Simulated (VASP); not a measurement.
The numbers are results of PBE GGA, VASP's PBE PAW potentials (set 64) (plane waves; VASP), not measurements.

The input files of a VASP run:

KPOINTS:
```
Automatic mesh
0
Gamma
10 10 10
0 0 0
```

**POSCAR**
```
PdIn
1
    3.3063622438     0.0000000000    -0.0000000000
    0.0000000000     3.3063622438     0.0000000000
   -0.0000000000     0.0000000000     3.3063622438
In Pd
1 1
Direct
  0.5000000000   0.5000000000   0.5000000000
  0.0000000000   0.0000000000   0.0000000000
```

**INCAR**
```
ALGO = Normal
EDIFF = 1E-7
ENCUT = 480
GGA = PE
ISIF = 2
ISMEAR = 1
LASPH = .True.
LCHARG = .False.
LMAXMIX = 4
LREAL = .False.
LWAVE = .False.
NELM = 100
PREC = Accurate
SIGMA = 0.1
SYSTEM = PdIn
```

POTCAR, in this order: In_d Pd (PBE.64 set). Program: vasp_std.

The resulting files:

File OUTCAR:
```
 ion  position               nearest neighbor table
   1  0.500  0.500  0.500-   2 2.86   2 2.86   2 2.86   2 2.86   2 2.86   2 2.86   2 2.86   2 2.86
  LATTYP: Found a simple cubic cell.
 ALAT       =     3.3063622438
 Subroutine PRICEL returns:
 Original cell was already a primitive cell.
 Subroutine GETGRP returns: Found 48 space group operations
The static configuration has the point symmetry O_h .
The dynamic configuration has the point symmetry O_h .
 Subroutine INISYM returns: Found 48 space group operations
 Subroutine IBZKPT returns following result:
 Found     56 irreducible k-points:

 Following reciprocal coordinates:
            Coordinates               Weight
  0.000000  0.000000  0.000000      1.000000
  0.100000  0.000000  0.000000      6.000000
  0.200000  0.000000  0.000000      6.000000
  0.300000  0.000000  0.000000      6.000000
  0.400000  0.000000  0.000000      6.000000
  0.500000  0.000000  0.000000      3.000000
  0.100000  0.100000  0.000000     12.000000
  0.200000  0.100000  0.000000     24.000000
  0.300000  0.100000  0.000000     24.000000
  0.400000  0.100000  0.000000     24.000000
  0.500000  0.100000  0.000000     12.000000
  0.200000  0.200000  0.000000     12.000000
  0.300000  0.200000  0.000000     24.000000
  0.400000  0.200000  0.000000     24.000000
  0.500000  0.200000  0.000000     12.000000
  0.300000  0.300000  0.000000     12.000000
  0.400000  0.300000  0.000000     24.000000
  0.500000  0.300000  0.000000     12.000000
  0.400000  0.400000  0.000000     12.000000
  0.500000  0.400000  0.000000     12.000000
  0.500000  0.500000  0.000000      3.000000
  0.100000  0.100000  0.100000      8.000000
  0.200000  0.100000  0.100000     24.000000
  0.300000  0.100000  0.100000     24.000000
  0.400000  0.100000  0.100000     24.000000
  0.500000  0.100000  0.100000     12.000000
  0.200000  0.200000  0.100000     24.000000
  0.300000  0.200000  0.100000     48.000000
  0.400000  0.200000  0.100000     48.000000
  0.500000  0.200000  0.100000     24.000000
  0.300000  0.300000  0.100000     24.000000
  0.400000  0.300000  0.100000     48.000000
  0.500000  0.300000  0.100000     24.000000
  0.400000  0.400000  0.100000     24.000000
  0.500000  0.400000  0.100000     24.000000
  0.500000  0.500000  0.100000      6.000000
  0.200000  0.200000  0.200000      8.000000
  0.300000  0.200000  0.200000     24.000000
  0.400000  0.200000  0.200000     24.000000
  0.500000  0.200000  0.200000     12.000000
   k-points           NKPTS =     56   k-points in BZ     NKDIM =     56   number of bands    NBANDS=     15
   number of dos      NEDOS =    301   number of ions     NIONS =      2
   total plane-waves  NPLWV =  13824
   dimension x,y,z NGX =    24 NGY =   24 NGZ =   24
   dimension x,y,z NGXF=    48 NGYF=   48 NGZF=   48
   ions per type =               1   1
   PREC   = accura    normal or accurate (medium, high low for compatibility)
   ISTART =      0    job   : 0-new  1-cont  2-samecut
   ICHARG =      2    charge: 1-file 2-atom 10-const
   ISPIN  =      1    spin polarized calculation?
   LNONCOLLINEAR =      F non collinear calculations
   LSORBIT =      F    spin-orbit coupling
   INIWAV =      1    electr: 0-lowe 1-rand  2-diag
   ENCUT  =  480.0 eV  35.28 Ry    5.94 a.u.   5.91  5.91  5.91*2*pi/ulx,y,z
   NELM   =    100;   NELMIN=  2; NELMDL= -5     # of ELM steps
   EDIFF  = 0.1E-06   stopping-criterion for ELM
   LREAL  =      F    real-space projection
   NLSPLINE    = F    spline interpolate recip. space projectors
   LMAXMIX     =    4 max onsite mixed and CHGCAR
   VOSKOWN=      0    Vosko Wilk Nusair interpolation
...
```

### OSZICAR
```
       N       E                     dE             d eps       ncg     rms          rms(c)
DAV:   1     0.154840221279E+03    0.15484E+03   -0.10900E+04  1694   0.188E+03
DAV:   2    -0.151341996606E+01   -0.15635E+03   -0.15227E+03  1743   0.386E+02
DAV:   3    -0.881908758544E+01   -0.73057E+01   -0.72353E+01  2191   0.910E+01
DAV:   4    -0.893919980908E+01   -0.12011E+00   -0.12010E+00  1962   0.114E+01
DAV:   5    -0.894509806991E+01   -0.58983E-02   -0.58982E-02  2529   0.220E+00    0.599E+00
DAV:   6    -0.878608871685E+01    0.15901E+00   -0.39987E-01  1995   0.962E+00    0.282E+00
DAV:   7    -0.875485785129E+01    0.31231E-01   -0.72402E-02  2194   0.497E+00    0.127E+00
DAV:   8    -0.874844451255E+01    0.64133E-02   -0.22659E-02  1869   0.148E+00    0.374E-01
DAV:   9    -0.874774440532E+01    0.70011E-03   -0.19028E-03  2149   0.752E-01    0.545E-02
DAV:  10    -0.874775074784E+01   -0.63425E-05   -0.44032E-05  2219   0.101E-01    0.238E-02
DAV:  11    -0.874775219848E+01   -0.14506E-05   -0.53209E-06  1974   0.246E-02    0.273E-03
DAV:  12    -0.874775256532E+01   -0.36685E-06   -0.32498E-07  2060   0.661E-03    0.202E-03
DAV:  13    -0.874775244778E+01    0.11754E-06   -0.25772E-08  1127   0.198E-03    0.498E-04
DAV:  14    -0.874775239239E+01    0.55387E-07   -0.70505E-09  1015   0.132E-03
   1 F= -.87477524E+01 E0= -.87475082E+01  d E =-.732644E-03
```

OUTCAR:
```
------------------------ aborting loop because EDIFF is reached ----------------------------------------
  FORCE on cell =-STRESS in cart. coord.  units (eV):
  Direction    XX          YY          ZZ          XY          YZ          ZX
  --------------------------------------------------------------------------------------
  Total        0.0580127      0.0580127      0.0580127      0.0000000      0.0000000     -0.0000000
  in kB        2.5714738      2.5714738      2.5714738      0.0000000      0.0000000     -0.0000000
  external PRESSURE =       2.5714738 kB  Pullay stress =       0.0000000 kB
  volume of cell :       36.15
      direct lattice vectors                 reciprocal lattice vectors
     3.306362244  0.000000000  0.000000000     0.302447199  0.000000000  0.000000000
     0.000000000  3.306362244  0.000000000     0.000000000  0.302447199  0.000000000
     0.000000000  0.000000000  3.306362244     0.000000000  0.000000000  0.302447199
 POSITION                                       TOTAL-FORCE (eV/Angst)
 -----------------------------------------------------------------------------------
      1.65318      1.65318      1.65318         0.000000      0.000000      0.000000
      0.00000      0.00000      0.00000         0.000000      0.000000      0.000000
 -----------------------------------------------------------------------------------
    total drift:                                0.000000      0.000000     -0.000000
  FREE ENERGIE OF THE ION-ELECTRON SYSTEM (eV)
  ---------------------------------------------------
  free  energy   TOTEN  =        -8.7477523924 eV

  energy  without entropy=       -8.7470197485  energy(sigma->0) =       -8.74750818
```
(Selected blocks of OUTCAR.)

### OUTCAR
```
 val. band max:       10.0625881310   @ k =   0.5000   0.5000   0.4000

 cond. band min:      10.1351317141   @ k =   0.3000   0.1000   0.1000


 Fermi energy:        10.1082539406

 k-point     1 :       0.0000    0.0000    0.0000
  band No.  band energies     occupation
      1      -4.8556      2.00000
      2      -4.8556      2.00000
      3      -4.4828      2.00000
      4      -4.4828      2.00000
      5      -4.4828      2.00000
      6       0.2096      2.00000
      7       6.3376      2.00000
      8       6.3376      2.00000
      9       7.8022      2.00000
     10       7.8022      2.00000
     11       7.8022      2.00000
     12      14.1849      0.00000
     13      14.1849      0.00000
     14      14.1849      0.00000
     15      19.0437      0.00000

 k-point     2 :       0.1000    0.0000    0.0000
  band No.  band energies     occupation
      1      -4.8508      2.00000
      2      -4.8248      2.00000
      3      -4.4923      2.00000
      4      -4.4923      2.00000
      5      -4.4801      2.00000
      6       0.3642      2.00000
      7       6.3404      2.00000
      8       6.3622      2.00000
      9       7.6922      2.00000
     10       7.6922      2.00000
     11       7.7961      2.00000
     12      13.1336      0.00000
     13      14.4880      0.00000
     14      14.4880      0.00000
     15      19.4534      0.00000

 k-point     3 :       0.2000    0.0000    0.0000
  band No.  band energies     occupation
      1      -4.8382      2.00000
      2      -4.7441      2.00000
      3      -4.5170      2.00000
      4      -4.5170      2.00000
      5      -4.4731      2.00000
      6       0.8260      2.00000
      7       6.3480      2.00000
      8       6.3662      2.00000
      9       7.4315      2.00000
     10       7.4315      2.00000
     11       7.7802      2.00000
     12      11.3034     -0.00000
     13      15.3262      0.00000
     14      15.3262      0.00000
     15      19.6485      0.00000
...
```

Unless said otherwise, spin-orbit coupling is left out, though it shifts the bands of the heavy elements here.

The compound is PdIn in the CsCl type structure. It was relaxed first, which changed the volume by +5 %. The electron count is odd and the run is not spin-polarised, which forces a metal.
